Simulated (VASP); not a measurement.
VASP runs on ZnS (space group F-43m) share one base input (PBE GGA, plane waves, VASP's PBE PAW potentials (set 64)) and change the settings named in each case.

**KPOINTS**
```
Automatic
0
Gamma
 7 7 7
0 0 0
```

File POSCAR:
```
ZnS
1
    0.0000000000     2.7050000000     2.7050000000
    2.7050000000     0.0000000000     2.7050000000
    2.7050000000     2.7050000000     0.0000000000
Zn S
1 1
Direct
  0.0000000000   0.0000000000   0.0000000000
  0.2500000000   0.2500000000   0.2500000000
```

**INCAR**
```
PREC=Accurate
LMAXMIX=4   # l cut-off of mixed one-centre charges
ISMEAR=-1
NELM=100
LCHARG=F
EDIFF=1E-6   # SCF stop (eV)
LASPH=T
SIGMA=0.05   # width (eV)
LREAL=F   # projection in real space or not
ENCUT=300   # plane-wave cut-off (eV)
SYSTEM=ZnS
ALGO=Normal   # blocked Davidson
LWAVE=F
GGA=PE   # PBE
ISIF=2   # forces and stress, cell fixed
```

POTCAR, in this order: Zn S (PBE.64 set). Program: vasp_std.

```
change                                                                 E(σ→0) (eV/atom)  pressure (GPa)
---------------------------------------------------------------------  ----------------  --------------
base run                                                                        -3.4223            1.27
GGA removed, POTCAR Zn S (LDA.64 set)                                           -4.0844               ?
KPOINTS 6×6×6 Γ-centred mesh                                                    -3.4212            1.29
LDAU = .TRUE., LDAUJ = 0 0, LDAUL = 2 -1, LDAUTYPE = 2, LDAUU = 4.0 0           -3.2684               ?
```

### Question
Fill in the missing entries.

### Answer

- GGA removed, POTCAR Zn S (LDA.64 set), pressure (GPa): -4.72
- LDAU = .TRUE., LDAUJ = 0 0, LDAUL = 2 -1, LDAUTYPE = 2, LDAUU = 4.0 0, pressure (GPa): -0.11

Energies of different potentials or functionals have different zeros.  At 300 eV the pressure can carry a Pulay error.

Left out are runs that ran out of time, are held back, or changed the cell or the kind of run, fixed moments of cells without a moment, rows past the twelfth, gaps on odd meshes, pressures of charged cells and columns that move by less than the noise.

The structure is a typed ZnS crystal. The cell was not relaxed at this level.
